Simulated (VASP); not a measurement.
The cell holds one Li (bcc) (110) slab, with vacuum along c, ions free to move until forces fall under 0.03 eV/Å, no reconstruction beyond this cell, dipole correction on.

```xyz
4
Lattice="3.0025 0.0000 0.0000 -1.0008 2.8308 0.0000 0.0000 0.0000 24.7074" Properties=species:S:1:pos:R:3 pbc="T T T"
Li     2.0017     0.7077     8.6740
Li     0.0000     2.1231    11.1352
Li     2.0017     0.7077    13.5722
Li     0.0000     2.1231    16.0334
```

These are r2SCAN meta-GGA, VASP's PBE PAW potentials (set 64) (plane waves; VASP) values and carry that method's errors. Run with 450 eV cut-off, 10×10×1 Γ-centred mesh, first-order Methfessel-Paxton smearing of 0.10 eV, potentials Li_sv.

Slab and bulk use different k-meshes, so the surface energy is good to a few per cent at best.

```
Property                                                    Result
------------------------  ----------------------------------------
surface energy                                          0.51 J/m^2
work function                                              3.25 eV
band gap (on the k-mesh)  none (metal, semimetal or under 0.01 eV)
```

The cell is a thin slab with vacuum, built from Li (bcc): (110) face.
